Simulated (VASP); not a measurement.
Data:

```xyz
2
Lattice="0.0000 2.8821 2.8821 2.8821 0.0000 2.8821 2.8821 2.8821 0.0000" Properties=species:S:1:pos:R:3 pbc="T T T"
Eu     0.0000     0.0000     0.0000
S      2.8821     2.8821     2.8821
```

Level of theory: PBE GGA with D3 dispersion (zero damping), VASP's PBE PAW potentials (set 64) (plane waves; VASP). Run with 520 eV cut-off, 8×8×8 Γ-centred mesh, Gaussian smearing of 0.050 eV, potentials Eu_2 S.

The 4f electrons are frozen in the core of the lanthanide potential, so 4f levels, which can set the real gap, and their magnetism are missing.

Estimate the energy per atom (σ→0), pressure, band gap (on the k-mesh) with the smallest direct gap where there is one.

- band gap (on the k-mesh): 1.84 eV
- smallest direct gap (on the k-mesh): 2.26 eV
- energy per atom (σ→0): -5.542 eV/atom
- pressure: 1.92 GPa

The compound is EuS in the rock salt structure. This cell is one point of a volume scan, at 0.97 of the reference volume.
